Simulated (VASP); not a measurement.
## Lattice of P, functional by functional

How much does the relaxed cell of P depend on the functional? The starting structure is a measured crystal structure from the Crystallography Open Database. The first relaxation on each setting starts from this cell expanded by 3 % in volume.

Program: VASP 6.6.1. Level of theory: Kohn-Sham DFT with plane waves and PAW; PBEsol, LDA, PBE, PBEsol + D3(BJ), r2SCAN, r2SCAN + rVV10, vdW-DF-cx and TPSS. Results are calculated unless marked as measured.

## Step 1: The starting structure

It takes space group Cmce (No. 64, orthorhombic). The conventional cell has a = 3.316 Å, b = 10.484 Å, c = 4.379 Å, α = 90.00°, β = 90.00°, γ = 90.00°. Nearest to P lie 3 P at 2.22 to 2.24 Å.

Coordinates:

```xyz
4
Lattice="3.3164 0.0000 0.0000 0.0000 0.0000 4.3793 1.6582 -5.2420 0.0000" Properties=species:S:1:pos:R:3 pbc="T T T"
P     3.3164   -4.1766    1.8363
P     3.3164   -1.0654    4.0260
P     1.6582   -1.0654    2.5430
P     1.6582   -4.1766    0.3533
```

## Step 2: Relaxation with PBEsol

PBEsol restores the gradient expansion of exchange and is tuned for the cells of solids. This run starts from the cell of an earlier relaxation, which isn't shown; the restart sets up the plane waves anew.

INCAR reads:

```
SYSTEM = P
PREC = Accurate
ENCUT = 450
EDIFF = 1E-06
NELM = 100
ISMEAR = 0
SIGMA = 0.03
LREAL = .FALSE.
ALGO = Normal
GGA = PS
NBANDS = 16
LORBIT = 11
LWAVE = .FALSE.
LCHARG = .FALSE.
KPAR = 8
IBRION = 2
NSW = 50
ISIF = 3
EDIFFG = -0.006
```

POSCAR reads:

```
P
1.0
    3.3144275095      0.0000000000      0.0000000000
    0.0000000000      0.0000000000      4.1969735785
    1.6572137548     -5.1306340945      0.0000000000
P
4
Direct
    0.6055068926      0.4271223110      0.7889862148
    0.8944931074      0.9271223110      0.2110137852
    0.3944931074      0.5728776890      0.2110137852
    0.1055068926      0.0728776890      0.7889862148
```

KPOINTS reads:

```
Automatic mesh
0
Gamma
8 6 8
0 0 0
```

The projector-augmented-wave data sets are P (PBE family, release 64).

The run is started by

```
mpirun -np 8 vasp_std
```

Log:

```text
[banner, memory and clock lines left out]
running    8 mpi-ranks, on    1 nodes
 distrk:  each k-point on    1 cores,    8 groups
 distr:  one band on    1 cores,    1 groups

 POSCAR found type information on POSCAR P
 POSCAR found :  1 types and       4 ions
|                                                                             |
|           W    W    AA    RRRRR   N    N  II  N    N   GGGG   !!!           |
|           W    W   A  A   R    R  NN   N  II  NN   N  G    G  !!!           |
|           W    W  A    A  R    R  N N  N  II  N N  N  G       !!!           |
|           W WW W  AAAAAA  RRRRR   N  N N  II  N  N N  G  GGG   !            |
|           WW  WW  A    A  R   R   N   NN  II  N   NN  G    G                |
|           W    W  A    A  R    R  N    N  II  N    N   GGGG   !!!           |
|                                                                             |
|     For optimal performance we recommend to set                             |
|       NCORE = 2 up to number-of-cores-per-socket                            |
|     NCORE specifies how many cores store one orbital (NPAR=cpu/NCORE).      |
|     This setting can greatly improve the performance of VASP for DFT.       |
|     The default, NCORE=1 might be grossly inefficient on modern             |
|     multi-core architectures or massively parallel machines. Do your        |
|     Unfortunately you need to use the default for GW and RPA                |
|     calculations (for HF NCORE is supported but not extensively tested      |
|     yet).                                                                   |
|                                                                             |

|                                                                             |
|               ----> ADVICE to this user running VASP <----                  |
|                                                                             |
|     You enforced a specific xc type in the INCAR file but a different       |
|     [... a line on the potential file left out ...]
|     I HOPE YOU KNOW WHAT YOU ARE DOING!                                     |
|                                                                             |

 LDA part: xc-table for (Slater+PW92), standard interpolation
 POSCAR, INCAR and KPOINTS ok, starting setup
 FFT: planning ... GRIDC
 FFT: planning ... GRID_SOFT
 FFT: planning ... GRID
 WAVECAR not read
 entering main loop
       N       E                     dE             d eps       ncg     rms          rms(c)
DAV:   1     0.491790675461E+02    0.49179E+02   -0.77691E+03  2688   0.951E+02
DAV:   2    -0.203957921944E+02   -0.69575E+02   -0.67216E+02  3696   0.151E+02
DAV:   3    -0.231970119106E+02   -0.28012E+01   -0.27835E+01  3608   0.328E+01
DAV:   4    -0.232237137205E+02   -0.26702E-01   -0.26693E-01  3392   0.382E+00
DAV:   5    -0.232241608282E+02   -0.44711E-03   -0.44706E-03  3664   0.456E-01    0.101E+01
DAV:   6    -0.230916105013E+02    0.13255E+00   -0.62325E-02  3224   0.141E+00    0.587E+00
DAV:   7    -0.230332101248E+02    0.58400E-01   -0.10019E-01  3432   0.182E+00    0.254E-01
DAV:   8    -0.230327561683E+02    0.45396E-03   -0.10282E-02  3168   0.649E-01    0.148E-01
DAV:   9    -0.230327837817E+02   -0.27613E-04   -0.44453E-04  3552   0.138E-01    0.726E-02
DAV:  10    -0.230327788034E+02    0.49783E-05   -0.66178E-05  3432   0.460E-02    0.301E-02
DAV:  11    -0.230327803095E+02   -0.15061E-05   -0.78749E-06  3312   0.200E-02    0.990E-03
DAV:  12    -0.230327804500E+02   -0.14049E-06   -0.35235E-07  1832   0.407E-03
   1 F= -.23032780E+02 E0= -.23032690E+02  d E =-.230328E+02
 curvature:   0.00 expect dE= 0.000E+00 dE for cont linesearch  0.000E+00
 trial: gam= 0.00000 g(F)=  0.383E-05 g(S)=  0.590E-05 ort = 0.000E+00 (trialstep = 0.100E+01)
 search vector abs. value=  0.973E-05
 reached required accuracy - stopping structural energy minimisation
```

Run time: 19 s. Hardware: 8 MPI ranks of AMD EPYC 7R43, shared host; peak memory 1.4 GiB.

The logs omit lines about the potential files and the build; timing stands in the text.

Parts of OUTCAR (step 2):

```text
ion  position               nearest neighbor table
   1  0.606  0.427  0.789-   4 2.23   4 2.23   3 2.25
   2  0.894  0.927  0.211-   3 2.23   3 2.23   4 2.25
   3  0.394  0.573  0.211-   2 2.23   2 2.23   1 2.25
   4  0.106  0.073  0.789-   1 2.23   1 2.23   2 2.25

  LATTYP: Found a base centered orthorhombic cell.
 ALAT       =     3.3144275095
 B/A-ratio  =     3.0959398447
 C/A-ratio  =     1.2662740598

 Subroutine GETGRP returns: Found  8 space group operations
 (whereof  4 operations were pure point group operations)

The static configuration has the point symmetry C_2h.
 The point group associated with its full space group is D_2h.

 Found     84 irreducible k-points:

   k-points           NKPTS =     84   k-points in BZ     NKDIM =     84   number of bands    NBANDS=     16

   dimension x,y,z NGX =    24 NGY =   30 NGZ =   40
   dimension x,y,z NGXF=    48 NGYF=   60 NGZF=   80

   ENCUT  =  450.0 eV  33.07 Ry    5.75 a.u.   5.73  7.26  9.33*2*pi/ulx,y,z

   NELECT =      20.0000    total number of electrons

 k-points in reciprocal lattice and weights: Automatic mesh
   0.00000000  0.00000000  0.00000000       0.003
   0.12500000  0.00000000  0.00000000       0.010
   0.25000000  0.00000000  0.00000000       0.010
   0.37500000  0.00000000  0.00000000       0.010
   0.50000000  0.00000000  0.00000000       0.005
   0.00000000  0.16666667  0.00000000       0.005
   0.12500000  0.16666667  0.00000000       0.021
   0.25000000  0.16666667  0.00000000       0.021
   0.37500000  0.16666667  0.00000000       0.021
[...]
0.00000000  0.33333333  0.50000000       0.005
   0.00000000  0.50000000  0.50000000       0.003

 average (electrostatic) potential at core
       1 -82.1705       2 -82.1705       3 -82.1705       4 -82.1705

 E-fermi :   7.2105

 k-point     1 :       0.0000    0.0000    0.0000
  band No.  band energies     occupation
    ...
      6       2.9343      2.00000
      7       3.1819      2.00000
      8       4.3086      2.00000
      9       4.6276      2.00000
     10       5.8442      2.00000
     11       8.1502      0.00000
     12       8.4030      0.00000
     13       9.1096      0.00000
     14      10.6148      0.00000
     15      12.6734      0.00000
    ...

 k-point     2 :       0.1250    0.0000    0.0000
  band No.  band energies     occupation
    ...
      6       2.2639      2.00000
      7       2.4237      2.00000
      8       4.3527      2.00000
      9       4.3921      2.00000
     10       6.0607      2.00000
     11       8.3584      0.00000
     12       9.6734      0.00000
     13       9.7052      0.00000
     14      10.4033      0.00000
     15      11.6594      0.00000
    ...

 k-point     3 :       0.2500    0.0000    0.0000
  band No.  band energies     occupation
    ...
      6       1.6752      2.00000
      7       2.7746      2.00000
      8       4.3080      2.00000
      9       4.5861      2.00000
     10       6.0625      2.00000
     11       8.0688      0.00000
     12       9.0876      0.00000
     13       9.5694      0.00000
     14      10.1426      0.00000
     15      10.8225      0.00000
    ...

  Total        0.0001827      0.0046777      0.0216201     -0.0000000      0.0000000      0.0000000
  in kB        0.0041009      0.1050081      0.4853465     -0.0000000      0.0000000      0.0000000
  external PRESSURE =       0.1981518 kB  Pullay stress =       0.0000000 kB

  energy-cutoff  :      450.00
  volume of cell :       71.37
      direct lattice vectors                 reciprocal lattice vectors
     3.314427510  0.000000000  0.000000000     0.301711230  0.097453841  0.000000000
     0.000000000  0.000000000  4.196973578     0.000000000  0.000000000  0.238266928
     1.657213755 -5.130634095  0.000000000     0.000000000 -0.194907682  0.000000000

 POSITION                                       TOTAL-FORCE (eV/Angst)
 -----------------------------------------------------------------------------------
      3.31443     -4.04800      1.79262         0.000000     -0.001775     -0.004086
      3.31443     -1.08263      3.89111        -0.000000      0.001775     -0.004086
      1.65721     -1.08263      2.40435        -0.000000      0.001775      0.004086
      1.65721     -4.04800      0.30587         0.000000     -0.001775      0.004086
 -----------------------------------------------------------------------------------
    total drift:                                0.000000      0.000000      0.000000

  FREE ENERGIE OF THE ION-ELECTRON SYSTEM (eV)
  ---------------------------------------------------
  free  energy   TOTEN  =       -23.0327804500 eV

  energy  without entropy=      -23.0326004755  energy(sigma->0) =      -23.03269046

 reached required accuracy - stopping structural energy minimisation

 total charge
# of ion       s       p       d       tot
------------------------------------------
    1        1.082   1.363   0.000   2.444
    2        1.082   1.363   0.000   2.444
    3        1.082   1.363   0.000   2.444
    4        1.082   1.363   0.000   2.444
--------------------------------------------------
tot          4.328   5.450   0.000   9.778

[... 3 further parts left out ...]
```

CONTCAR:

```
P
   1.00000000000000
     3.3144275095000002    0.0000000000000000    0.0000000000000000
     0.0000000000000000    0.0000000000000000    4.1969735784999997
     1.6572137548000001   -5.1306340945000004    0.0000000000000000
  P
     4
Direct
     0.6055068925999976    0.4271223109999980    0.7889862147999978
     0.8944931074000024    0.9271223109999980    0.2110137852000022
     0.3944931074000024    0.5728776890000020    0.2110137852000022
     0.1055068925999976    0.0728776890000020    0.7889862147999978
```

The PAW data sets were made with PBE, which is usual practice but a small mismatch for other functionals. The run keeps the 8 symmetry operations of its start, so it cannot find a distortion of lower symmetry.

With PBEsol the relaxed cell holds 17.843 Å³ an atom, -6.26 % against the measured cell, with a = 3.314 Å, b = 10.261 Å and c = 4.197 Å.

## Step 3: Relaxation with LDA

LDA, the lowest rung, knows the local density alone. This run starts from the cell of an earlier relaxation, which isn't shown; the restart sets up the plane waves anew.

INCAR, as its differences from that of step 2:

```diff
@@ -9,3 +9,3 @@
 ALGO = Normal
-GGA = PS
+GGA = CA
 NBANDS = 16
```

POSCAR reads:

```
P
1.0
    3.3011529954      0.0000000000      0.0000000000
    0.0000000000      0.0000000000      4.1447655267
    1.6505764977     -5.0691791651      0.0000000000
P
4
Direct
    0.6064365854      0.4281178150      0.7871268292
    0.8935634146      0.9281178150      0.2128731708
    0.3935634146      0.5718821850      0.2128731708
    0.1064365854      0.0718821850      0.7871268292
```

KPOINTS is that of step 2.

PAW data sets: P (LDA family, release 64).

The run is started by

```
mpirun -np 8 vasp_std
```

Log:

```text
[banner, memory and clock lines left out]
running    8 mpi-ranks, on    1 nodes
[...]
[... a notice as in an earlier step ...]

 LDA part: xc-table for (Slater(with rela. corr.)+CA(PZ))
 , standard interpolation
 POSCAR, INCAR and KPOINTS ok, starting setup
[...]
entering main loop
       N       E                     dE             d eps       ncg     rms          rms(c)
DAV:   1     0.484114470489E+02    0.48411E+02   -0.77969E+03  2688   0.954E+02
DAV:   2    -0.214535470227E+02   -0.69865E+02   -0.67586E+02  3632   0.154E+02
DAV:   3    -0.243219937246E+02   -0.28684E+01   -0.28511E+01  3712   0.333E+01
DAV:   4    -0.243485017692E+02   -0.26508E-01   -0.26503E-01  3344   0.389E+00
[...]
DAV:  10    -0.241141601836E+02    0.14843E-04   -0.10406E-04  3320   0.559E-02    0.370E-02
DAV:  11    -0.241141597422E+02    0.44133E-06   -0.10367E-05  3416   0.220E-02    0.101E-02
DAV:  12    -0.241141597536E+02   -0.11367E-07   -0.47267E-07  1848   0.463E-03
   1 F= -.24114160E+02 E0= -.24114072E+02  d E =-.241142E+02
[...]
reached required accuracy - stopping structural energy minimisation
```

The job ended after 16 s (8 MPI ranks; peak memory 1.2 GiB; 2.1 min of CPU time).

From OUTCAR (step 3):

```text
  Total        0.0229285      0.0099598      0.0021923      0.0000000      0.0000000      0.0000000
  in kB        0.5296424      0.2300694      0.0506427      0.0000000      0.0000000      0.0000000
  external PRESSURE =       0.2701182 kB  Pullay stress =       0.0000000 kB

 POSITION                                       TOTAL-FORCE (eV/Angst)
 -----------------------------------------------------------------------------------
      3.30115     -3.99009      1.77445         0.000000      0.002834      0.000293
      3.30115     -1.07909      3.84683         0.000000     -0.002834      0.000293
      1.65058     -1.07909      2.37032         0.000000     -0.002834     -0.000293
      1.65058     -3.99009      0.29793         0.000000      0.002834     -0.000293
 -----------------------------------------------------------------------------------
    total drift:                                0.000000      0.000000     -0.000000

  FREE ENERGIE OF THE ION-ELECTRON SYSTEM (eV)
  ---------------------------------------------------
  free  energy   TOTEN  =       -24.1141597536 eV

  energy  without entropy=      -24.1139833481  energy(sigma->0) =      -24.11407155

[... 2 parts as in an earlier step ...]

[... 2 further parts left out ...]
[key lines of the parts left out:]
E-fermi :   7.4925
```

With LDA the relaxed cell holds 17.340 Å³ an atom, -8.90 % against the measured cell, with a = 3.301 Å, b = 10.138 Å and c = 4.145 Å. That is -2.82 % from PBEsol.

## Step 4: Relaxation with PBE

PBE, the usual starting point, adds the gradient of the density. This run starts from the cell of an earlier relaxation, which isn't shown; the restart sets up the plane waves anew.

INCAR, as its differences from that of step 3:

```diff
@@ -9,3 +9,3 @@
 ALGO = Normal
-GGA = CA
+GGA = PE
 NBANDS = 16
```

POSCAR reads:

```
P
1.0
    3.3081541969      0.0000000000      0.0000000000
    0.0000000000      0.0000000000      4.5639822963
    1.6540770984     -5.6435919541      0.0000000000
P
4
Direct
    0.5937442443      0.4130698128      0.8125115115
    0.9062557557      0.9130698128      0.1874884885
    0.4062557557      0.5869301872      0.1874884885
    0.0937442443      0.0869301872      0.8125115115
```

KPOINTS is that of step 3.

The projector-augmented-wave data sets are P (PBE family, release 64).

The run is started by

```
mpirun -np 8 vasp_std
```

Log:

```text
[banner, memory and clock lines left out]
running    8 mpi-ranks, on    1 nodes
[...]
[... a notice as in an earlier step ...]

 LDA part: xc-table for (Slater+PW92), standard interpolation
 POSCAR, INCAR and KPOINTS ok, starting setup
[...]
entering main loop
       N       E                     dE             d eps       ncg     rms          rms(c)
DAV:   1     0.567052271424E+02    0.56705E+02   -0.76302E+03  2688   0.934E+02
DAV:   2    -0.182533985448E+02   -0.74959E+02   -0.71980E+02  3648   0.153E+02
DAV:   3    -0.216259207937E+02   -0.33725E+01   -0.33596E+01  3728   0.354E+01
DAV:   4    -0.216644990799E+02   -0.38578E-01   -0.38569E-01  3448   0.449E+00
[...]
DAV:  10    -0.214913052094E+02   -0.50060E-04   -0.55926E-05  3360   0.432E-02    0.324E-02
DAV:  11    -0.214913192601E+02   -0.14051E-04   -0.19121E-05  3280   0.312E-02    0.639E-03
DAV:  12    -0.214913200430E+02   -0.78298E-06   -0.82201E-07  2352   0.600E-03
   1 F= -.21491320E+02 E0= -.21491320E+02  d E =-.214913E+02
[...]
N       E                     dE             d eps       ncg     rms          rms(c)
DAV:   1    -0.214913326674E+02   -0.13407E-04   -0.34633E-04  3304   0.100E-01    0.203E-02
DAV:   2    -0.214913273311E+02    0.53362E-05   -0.18425E-05  3440   0.250E-02    0.116E-02
DAV:   3    -0.214913248731E+02    0.24580E-05   -0.46145E-06  3072   0.106E-02    0.205E-03
DAV:   4    -0.214913250977E+02   -0.22456E-06   -0.17783E-07  1488   0.259E-03
   2 F= -.21491325E+02 E0= -.21491325E+02  d E =-.505464E-05
 trial-energy change:   -0.000005  1 .order   -0.000005   -0.000014    0.000004
 step:   0.7724(harm=  0.7724)  dis= 0.00012  next Energy=   -21.491325 (dE=-0.527E-05)
 reached required accuracy - stopping structural energy minimisation
```

The job ended after 28 s (8 MPI ranks; peak memory 1.6 GiB).

OUTCAR, selected parts (step 4):

```text
  Total        0.0082536      0.0120631      0.0017941      0.0000000     -0.0000000      0.0000000
  in kB        0.1552777      0.2269475      0.0337533      0.0000000     -0.0000000      0.0000000
  external PRESSURE =       0.1386595 kB  Pullay stress =       0.0000000 kB

 POSITION                                       TOTAL-FORCE (eV/Angst)
 -----------------------------------------------------------------------------------
      3.30713     -4.58517      1.88509         0.000000      0.001788      0.002353
      3.30713     -1.05785      4.16675        -0.000000     -0.001788      0.002353
      1.65356     -1.05785      2.67823        -0.000000     -0.001788     -0.002353
      1.65356     -4.58517      0.39657         0.000000      0.001788     -0.002353
 -----------------------------------------------------------------------------------
    total drift:                               -0.000000      0.000000     -0.000000

  FREE ENERGIE OF THE ION-ELECTRON SYSTEM (eV)
  ---------------------------------------------------
  free  energy   TOTEN  =       -21.4913250977 eV

  energy  without entropy=      -21.4913249999  energy(sigma->0) =      -21.49132505

[... 2 parts as in an earlier step ...]

[... 2 further parts left out ...]
[key lines of the parts left out:]
E-fermi :   5.4141
```

With PBE the relaxed cell holds 21.290 Å³ an atom, +11.86 % against the measured cell, with a = 3.307 Å, b = 11.286 Å and c = 4.563 Å. That is +19.32 % from PBEsol.

(Part 1 of 3 ends here.)

[Lines on the potential files, build, host, timing and source positions are cut from VASP's logs without a mark.]

[Logs are printed without paths, hosts, clocks, repeated set-up lines and the standing remarks that a program may print on its own settings, such as how far it seeks lower states.]

[Hosts, paths, dates, database ids (printed as entryN), source tags and the programs' standing remarks are cut or masked in the printed files.]
